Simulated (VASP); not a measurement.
Given:

```yaml
crystal:
  lattice:
    - [3.27778, 0.00000, 0.00000]
    - [-1.63889, 2.83864, 0.00000]
    - [0.00000, 0.00000, 4.10703]
  atoms:
    - { symbol: Al, position: [0.33333, 0.66667, 0.75000] }
    - { symbol: Al, position: [0.66667, 0.33333, 0.25000] }
    - { symbol: N, position: [0.33333, 0.66667, 0.25000] }
    - { symbol: N, position: [0.66667, 0.33333, 0.75000] }
```

The numbers are results of LDA (Ceperley-Alder, Perdew-Zunger), VASP's LDA PAW potentials (set 64) (plane waves; VASP), not measurements. Settings: 520 eV cut-off, 9×9×6 Γ-centred mesh, tetrahedra with Blöchl corrections, potentials Al N.

The cores are frozen, which limits the accuracy of field gradients.

Q: Give the principal components of the electric field gradient (V/Å²) and the asymmetry η at each nucleus.

A: 
```
atom   Vxx   Vyy   Vzz     η
----  ----  ----  ----  ----
Al1   -8.9  -8.9  17.8  0.00
Al2   -8.9  -8.9  17.8  0.00
N3     4.1   4.1  -8.2  0.00
N4     4.1   4.1  -8.2  0.00
```

The structure comes from a computed database's AlN entry (P6_3/mmc); how it stands against other phases isn't given here. It was relaxed first.
